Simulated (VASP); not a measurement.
A run of VASP 6.6.1:

File INCAR:

```
SYSTEM = Ca2ZrN2
ALGO = Fast ; EDIFF = 1E-4
EDIFFG = -0.08 ; ENCUT = 520
GGA = PE ; IBRION = 2
ISIF = 3 ; ISMEAR = 0
KPAR = 2 ; LASPH = .TRUE.
LCHARG = .FALSE. ; LREAL = .FALSE.
LWAVE = .FALSE. ; NELM = 60
NSW = 24 ; PREC = Normal
SIGMA = 0.15
```

Contents of KPOINTS:

```
k-points
0
G
  4 4 4
  0 0 0
```

POSCAR

```
Ca2ZrN2
1.0
   -2.4191155500      2.4191155500      4.5087052000
    2.4191155500     -2.4191155500      4.5087052000
    2.4191155500      2.4191155500     -4.5087052000
Ca Zr N
2 1 2
Direct
    0.5000000000      0.0000000000      0.5000000000
    0.0000000000      0.5000000000      0.5000000000
    0.0000000000      0.0000000000      0.0000000000
    0.7500000000      0.2500000000      0.5000000000
    0.2500000000      0.7500000000      0.5000000000
```

Potentials or basis: VASP PAW PBE potentials, release 64 (Ca_sv, Zr_sv, N).

Command:

```sh
$ cat potpaw_PBE.64/Ca_sv/POTCAR potpaw_PBE.64/Zr_sv/POTCAR potpaw_PBE.64/N/POTCAR > POTCAR
$ mpirun -np 2 vasp_std > vasp.out
```

Hardware: 2 MPI ranks on Intel(R) Xeon(R) Platinum 8488C (Sapphire Rapids), on a shared host.

**Question.** Estimate the wall time of this run.

**Answer.** Run time: 85 s on 2 MPI ranks on Intel(R) Xeon(R) Platinum 8488C (Sapphire Rapids) (shared host), peak memory 0.2 GiB a rank. Counts: scf iterations 146, k points 13, ion steps 7.
